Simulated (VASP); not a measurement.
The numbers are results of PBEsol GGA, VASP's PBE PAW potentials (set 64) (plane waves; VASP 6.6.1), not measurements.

The input files of a VASP run:

### INCAR
```
ISMEAR = 1
LREAL = .False.   ! projection in real space or not
GGA = PS
ISIF = 2
LCHARG = .False.
EDIFF = 1E-7   ! SCF stop (eV)
ALGO = Normal   ! blocked Davidson
SYSTEM = Au
SIGMA = 0.1
LASPH = .True.   ! aspherical one-centre terms
LMAXMIX = 6
ENCUT = 480
PREC = Accurate
NELM = 100   ! most electronic steps
LWAVE = .False.
```

File KPOINTS:
```
K-points
0
G
 14 14 14
0 0 0
```

**POSCAR**
```
Au
1
   -1.6194627179     1.6194627179     1.6194627179
    1.6194627179    -1.6194627179     1.6194627179
    1.6194627179     1.6194627179    -1.6194627179
Au
1
Direct
  0.0000000000   0.0000000000   0.0000000000
```

POTCAR, in this order: Au (PBE.64 set). Program: vasp_std.

The resulting files:

File OUTCAR:
```
 ion  position               nearest neighbor table
   1  0.000  0.000  0.000-
  LATTYP: Found a body centered cubic cell.
 ALAT       =     3.2389254358
 Subroutine PRICEL returns:
 Original cell was already a primitive cell.
 Subroutine GETGRP returns: Found 48 space group operations
The static configuration has the point symmetry O_h .
The dynamic configuration has the point symmetry O_h .
 Subroutine INISYM returns: Found 48 space group operations
 Subroutine IBZKPT returns following result:
 Found    104 irreducible k-points:

 Following reciprocal coordinates:
            Coordinates               Weight
  0.000000  0.000000  0.000000      1.000000
  0.071429  0.000000  0.000000     12.000000
  0.142857  0.000000  0.000000     12.000000
  0.214286  0.000000  0.000000     12.000000
  0.285714  0.000000  0.000000     12.000000
  0.357143  0.000000  0.000000     12.000000
  0.428571  0.000000  0.000000     12.000000
  0.500000  0.000000  0.000000      6.000000
  0.071429  0.071429  0.000000     24.000000
  0.142857  0.071429 -0.000000     48.000000
  0.214286  0.071429  0.000000     48.000000
  0.285714  0.071429  0.000000     48.000000
  0.357143  0.071429  0.000000     48.000000
  0.428571  0.071429  0.000000     48.000000
  0.142857  0.142857  0.000000     24.000000
  0.214286  0.142857  0.000000     48.000000
  0.285714  0.142857 -0.000000     48.000000
  0.357143  0.142857  0.000000     48.000000
  0.428571  0.142857  0.000000     24.000000
  0.214286  0.214286  0.000000     24.000000
  0.285714  0.214286  0.000000     48.000000
  0.357143  0.214286  0.000000     48.000000
  0.285714  0.285714  0.000000     24.000000
  0.357143  0.285714  0.000000     24.000000
  0.071429  0.071429  0.071429      8.000000
  0.142857  0.071429  0.071429     24.000000
  0.214286  0.071429  0.071429     24.000000
  0.285714  0.071429  0.071429     24.000000
  0.357143  0.071429  0.071429     24.000000
  0.428571  0.071429  0.071429     12.000000
 -0.071429  0.071429  0.071429      6.000000
  0.142857  0.142857  0.071429     24.000000
  0.214286  0.142857  0.071429     48.000000
  0.285714  0.142857  0.071429     48.000000
  0.357143  0.142857  0.071429     48.000000
 -0.142857  0.142857  0.071429     24.000000
  0.214286  0.214286  0.071429     24.000000
  0.285714  0.214286  0.071429     48.000000
  0.357143  0.214286  0.071429     24.000000
 -0.214286  0.214286  0.071429     24.000000
   k-points           NKPTS =    104   k-points in BZ     NKDIM =    104   number of bands    NBANDS=      9
   number of dos      NEDOS =    301   number of ions     NIONS =      1
   total plane-waves  NPLWV =   8000
   dimension x,y,z NGX =    20 NGY =   20 NGZ =   20
   dimension x,y,z NGXF=    40 NGYF=   40 NGZF=   40
   ions per type =               1
   PREC   = accura    normal or accurate (medium, high low for compatibility)
   ISTART =      0    job   : 0-new  1-cont  2-samecut
   ICHARG =      2    charge: 1-file 2-atom 10-const
   ISPIN  =      1    spin polarized calculation?
   LNONCOLLINEAR =      F non collinear calculations
   LSORBIT =      F    spin-orbit coupling
   INIWAV =      1    electr: 0-lowe 1-rand  2-diag
   ENCUT  =  480.0 eV  35.28 Ry    5.94 a.u.   5.01  5.01  5.01*2*pi/ulx,y,z
   NELM   =    100;   NELMIN=  2; NELMDL= -5     # of ELM steps
   EDIFF  = 0.1E-06   stopping-criterion for ELM
   LREAL  =      F    real-space projection
   NLSPLINE    = F    spline interpolate recip. space projectors
   LMAXMIX     =    6 max onsite mixed and CHGCAR
   VOSKOWN=      0    Vosko Wilk Nusair interpolation
...
```

### OSZICAR
```
       N       E                     dE             d eps       ncg     rms          rms(c)
DAV:   1     0.389004227205E+02    0.38900E+02   -0.55410E+03  2056   0.101E+03
DAV:   2    -0.395254125091E+01   -0.42853E+02   -0.40135E+02  1934   0.190E+02
DAV:   3    -0.425981873083E+01   -0.30728E+00   -0.30713E+00  2127   0.175E+01
DAV:   4    -0.426071761418E+01   -0.89888E-03   -0.89887E-03  2034   0.996E-01
DAV:   5    -0.426072402137E+01   -0.64072E-05   -0.64065E-05  1996   0.839E-02    0.933E+00
DAV:   6    -0.392961083088E+01    0.33111E+00   -0.11144E+00  1887   0.101E+01    0.579E+00
DAV:   7    -0.390506224202E+01    0.24549E-01   -0.95023E-02  1977   0.285E+00    0.285E+00
DAV:   8    -0.390179787307E+01    0.32644E-02   -0.18895E-03  1973   0.507E-01    0.295E-01
DAV:   9    -0.390178009591E+01    0.17777E-04   -0.11836E-05  1988   0.412E-02    0.180E-02
DAV:  10    -0.390178385562E+01   -0.37597E-05   -0.11842E-06  2003   0.113E-02    0.297E-03
DAV:  11    -0.390178391747E+01   -0.61846E-07   -0.57565E-08  1104   0.245E-03
   1 F= -.39017839E+01 E0= -.39018376E+01  d E =0.160902E-03
```

### OUTCAR
```
------------------------ aborting loop because EDIFF is reached ----------------------------------------
  FORCE on cell =-STRESS in cart. coord.  units (eV):
  Direction    XX          YY          ZZ          XY          YZ          ZX
  --------------------------------------------------------------------------------------
  Total        0.0014631      0.0014631      0.0014631      0.0000000      0.0000000      0.0000000
  in kB        0.1379809      0.1379809      0.1379809      0.0000000      0.0000000      0.0000000
  external PRESSURE =       0.1379809 kB  Pullay stress =       0.0000000 kB
  volume of cell :       16.99
      direct lattice vectors                 reciprocal lattice vectors
    -1.619462718  1.619462718  1.619462718     0.000000000  0.308744372  0.308744372
     1.619462718 -1.619462718  1.619462718     0.308744372  0.000000000  0.308744372
     1.619462718  1.619462718 -1.619462718     0.308744372  0.308744372  0.000000000
 POSITION                                       TOTAL-FORCE (eV/Angst)
 -----------------------------------------------------------------------------------
      0.00000      0.00000      0.00000         0.000000      0.000000     -0.000000
 -----------------------------------------------------------------------------------
    total drift:                                0.000000     -0.000000      0.000000
  FREE ENERGIE OF THE ION-ELECTRON SYSTEM (eV)
  ---------------------------------------------------
  free  energy   TOTEN  =        -3.9017839175 eV

  energy  without entropy=       -3.9019448193  energy(sigma->0) =       -3.90183755
```
(Selected blocks of OUTCAR.)

The structure was generated: Au was put into the bcc type (Im-3m), which need not be its known phase. It was relaxed first.
